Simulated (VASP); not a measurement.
Data:

```
ScB
1.0
    0.00000     2.44531     2.44531
    2.44531     0.00000     2.44531
    2.44531     2.44531     0.00000
Sc B
1 1
Direct
  0.00000   0.00000   0.00000
  0.50000   0.50000   0.50000
```

The numbers are results of PBEsol GGA, VASP's PBE PAW potentials (set 64) (plane waves; VASP), not measurements. Settings: 520 eV cut-off, 12×12×12 Γ-centred mesh, first-order Methfessel-Paxton smearing of 0.10 eV, potentials Sc_sv B.

**Question.** What does the run give for the energy per atom (σ→0), band gap (on the k-mesh) with the smallest direct gap where there is one?

**Answer.** 
The band gap (on the k-mesh) comes out as none (metal, semimetal or under 0.01 eV) and the energy per atom (σ→0) is -6.612 eV/atom.

Total energies compare only between runs with the same potentials, cut-off and functional.

The structure was generated: ScB was put into the rock salt type (Fm-3m), which need not be its known phase. It was relaxed first, which changed the volume by -29 %. The start is the result of an earlier pass.
